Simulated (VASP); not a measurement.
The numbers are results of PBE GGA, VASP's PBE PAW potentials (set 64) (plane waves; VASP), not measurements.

Input for VASP

POSCAR:
```
SbAs
4.4912540
  1.0000000000   0.0000000000   0.0000000000
  0.0000000000   1.0000000000   0.0000000000
  0.0000000000   0.0000000000   1.2600834867
As Sb
2 2
Direct
  0.5000000000   0.0000000000   0.2368000000
  0.0000000000   0.5000000000   0.7632000000
  0.0000000000   0.0000000000   0.0000000000
  0.5000000000   0.5000000000   0.0000000000
```

### KPOINTS
```
Automatic mesh
0
Gamma
4 4 3
0 0 0
```

### INCAR
```
SIGMA = 0.272   # width (eV)
PREC = Accurate
SYSTEM = SbAs
LCHARG = F
ALGO = Normal   # blocked Davidson
GGA = PE
ENCUT = 300   # plane-wave cut-off (eV)
LMAXMIX = 4   # l cut-off of mixed one-centre charges
LREAL = F
LASPH = T   # aspherical one-centre terms
ISMEAR = 0
LWAVE = F
EDIFF = 1E-6
ISIF = 2
NELM = 100
```

POTCAR, in this order: As Sb (PBE.64 set). Program: vasp_std.

The resulting files:

File OSZICAR:
```
       N       E                     dE             d eps       ncg     rms          rms(c)
DAV:   1     0.684370437651E+02    0.68437E+02   -0.54249E+03   336   0.718E+02
DAV:   2    -0.102514611125E+02   -0.78689E+02   -0.76661E+02   426   0.154E+02
DAV:   3    -0.148538638784E+02   -0.46024E+01   -0.45650E+01   450   0.408E+01
DAV:   4    -0.149131302136E+02   -0.59266E-01   -0.59041E-01   422   0.527E+00
DAV:   5    -0.149141979579E+02   -0.10677E-02   -0.10677E-02   436   0.724E-01    0.618E+00
DAV:   6    -0.147633652230E+02    0.15083E+00   -0.17283E-01   408   0.208E+00    0.375E+00
DAV:   7    -0.147191976474E+02    0.44168E-01   -0.16612E-01   384   0.206E+00    0.462E-01
DAV:   8    -0.147184626484E+02    0.73500E-03   -0.10984E-02   420   0.681E-01    0.127E-01
DAV:   9    -0.147187614430E+02   -0.29879E-03   -0.15564E-03   414   0.229E-01    0.408E-02
DAV:  10    -0.147188019095E+02   -0.40466E-04   -0.10835E-04   410   0.644E-02    0.238E-02
DAV:  11    -0.147188375910E+02   -0.35682E-04   -0.63169E-05   396   0.480E-02    0.454E-03
DAV:  12    -0.147188395111E+02   -0.19201E-05   -0.54695E-06   432   0.142E-02    0.292E-03
DAV:  13    -0.147188402367E+02   -0.72559E-06   -0.73443E-07   270   0.569E-03
   1 F= -.14718840E+02 E0= -.14685133E+02  d E =-.674148E-01
```

OUTCAR:
```
------------------------ aborting loop because EDIFF is reached ----------------------------------------
  FORCE on cell =-STRESS in cart. coord.  units (eV):
  Direction    XX          YY          ZZ          XY          YZ          ZX
  --------------------------------------------------------------------------------------
  Total       17.5855522     17.5855522      4.3402822      0.0000000      0.0000000      0.0000000
  in kB      246.8109479    246.8109479     60.9152986      0.0000000      0.0000000      0.0000000
  external PRESSURE =     184.8457315 kB  Pullay stress =       0.0000000 kB
  volume of cell :      114.16
      direct lattice vectors                 reciprocal lattice vectors
     4.491254000  0.000000000  0.000000000     0.222654965  0.000000000  0.000000000
     0.000000000  4.491254000  0.000000000     0.000000000  0.222654965  0.000000000
     0.000000000  0.000000000  5.659355000     0.000000000  0.000000000  0.176698581
 POSITION                                       TOTAL-FORCE (eV/Angst)
 -----------------------------------------------------------------------------------
      2.24563      0.00000      1.34014         0.000000     -0.000000      1.838783
      0.00000      2.24563      4.31922         0.000000     -0.000000     -1.838783
      0.00000      0.00000      0.00000        -0.000000      0.000000      0.000000
      2.24563      2.24563      0.00000         0.000000     -0.000000      0.000000
 -----------------------------------------------------------------------------------
    total drift:                               -0.000000     -0.000000     -0.000000
  FREE ENERGIE OF THE ION-ELECTRON SYSTEM (eV)
  ---------------------------------------------------
  free  energy   TOTEN  =       -14.7188402367 eV

  energy  without entropy=      -14.6514254242  energy(sigma->0) =      -14.68513283
```
(Selected blocks of OUTCAR.)

The structure was generated: SbAs was put into an ordered model structure, which need not be its known phase. The cell was not relaxed at this level. The k-mesh is coarse (spacing up to 0.37 per Å, 2π included), so the numbers may not be converged in it.
